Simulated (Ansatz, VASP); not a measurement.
Two plane-wave programs on BeAl2

```
Be Al
1.0
     4.22748    0.00000    0.00000
    -2.11374    3.66110    0.00000
     0.00000    0.00000    5.18288
Be Al
2 4
Direct
  0.33333 0.66667 0.00000
  0.66667 0.33333 0.00000
  0.00000 0.00000 0.75000
  0.00000 0.00000 0.25000
  0.33333 0.66667 0.50000
  0.66667 0.33333 0.50000
```

Alike in both runs: task relaxation of cell and atoms; functional PBE; k mesh 6 × 6 × 4; occupations gaussian, width 0.1 eV; no spin polarisation.

```csv
,VASP,Ansatz
version,VASP 6.6.1,Ansatz 0.2.0
potentials or method,"VASP PAW PBE potentials, release 64 (Be, Al)","scalar-relativistic, plane waves, PAW"
plane-wave cutoff (eV),600,420
valence electrons in the cell,16,16
```

VASP gave:

```
gap on the k mesh at the Fermi level, each at its own relaxed structure (eV) : none
relaxed volume (Å³/atom)                                                     : 14.40
relaxed cell length with the largest relative difference (Å)                 : 4.376
energy change over the relaxation (meV/atom)                                 : -32
```

Problem. Which values does Ansatz return?

Solution. gap on the k mesh at the Fermi level, each at its own relaxed structure (eV): none; relaxed volume (Å³/atom): 14.36; relaxed cell length with the largest relative difference (Å): 4.372; energy change over the relaxation (meV/atom): -32.

A gap of «none» marks a metal or a gap that the smearing closes.

Caveats: the bands computed are all filled at some k points, so no gap is given.
